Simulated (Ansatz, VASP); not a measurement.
## Mg4Cd: VASP beside Ansatz

```
Mg Cd
1.0
     5.23098    0.00000    0.00000
     0.00000    5.23098    0.00000
     0.00000    0.00000    5.23098
Mg Cd
4 1
Direct
  0.29715 0.29715 0.29715
  0.70285 0.70285 0.29715
  0.29715 0.70285 0.70285
  0.70285 0.29715 0.70285
  0.00000 0.00000 0.00000
```

Change from the starting cell: species swapped into the SnI4 type (P-43m, No. 215).

Alike in both runs: functional PBE; k mesh 8 × 8 × 8; occupations gaussian, width 0.1 eV; no spin polarisation.

Ansatz relaxed the structure, and its values are those at the end. VASP's run is a single point on that final structure, the one shown.

```csv
,VASP,Ansatz
version,VASP 6.6.1,Ansatz 0.2.0
potentials or method,"VASP PAW PBE potentials, release 64 (Mg, Cd)","scalar-relativistic, plane waves, PAW"
plane-wave cutoff (eV),520,420
valence electrons in the cell,20,60
```

```tsv
	VASP	Ansatz	Ansatz less VASP
gap on the k mesh at the Fermi level (eV)	none	none	-
pressure (GPa)	0.0	0.0	+0.04
rms of the force components (eV/Å)	0.004	0.001	-0.0026
```

A gap of «none» marks a metal or a gap that the smearing closes. The two sets of potentials don't hold the same shells in valence.
